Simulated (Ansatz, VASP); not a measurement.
# LaYN2: VASP beside Ansatz

```xyz
8
Lattice="3.9252 0.0000 0.0000 0.0000 3.9252 0.0000 0.0000 0.0000 8.5902" Properties=species:S:1:pos:R:3 pbc="T T T"
La    1.9626    0.0000    5.5042
La    0.0000    1.9626    3.0860
Y     1.9626    1.9626    0.0000
Y     0.0000    0.0000    0.0000
N     0.0000    1.9626    6.8974
N     1.9626    0.0000    3.1366
N     1.9626    0.0000    1.6928
N     0.0000    1.9626    5.4536
```

Change from the starting cell: species swapped into the ScCoC2 type (P4/nmm, No. 129).

Alike in both runs: functional PBE; k mesh 10 × 10 × 6; occupations gaussian, width 0.1 eV; no spin polarisation.

Ansatz relaxed the structure, and its values are those at the end. VASP's run is a single point on that final structure, the one shown.

|  | VASP | Ansatz |
| --- | --- | --- |
| version | VASP 6.6.1 | Ansatz 0.2.0 |
| potentials or method | VASP PAW PBE potentials, release 64 (La, Y_sv, N) | scalar-relativistic, plane waves, PAW |
| plane-wave cutoff (eV) | 520 | 420 |
| valence electrons in the cell | 64 | 64 |

Ansatz gave:

* gap on the k mesh at the Fermi level (eV): none
* pressure (GPa): 0.0
* rms of the force components (eV/Å): 0.001

**Question.** Which values does VASP return?

**Answer.** gap on the k mesh at the Fermi level (eV): none; pressure (GPa): -0.1; rms of the force components (eV/Å): 0.037.

A gap of «none» marks a metal or a gap that the smearing closes.

Spin-orbit coupling is left out, which matters for the levels of La.
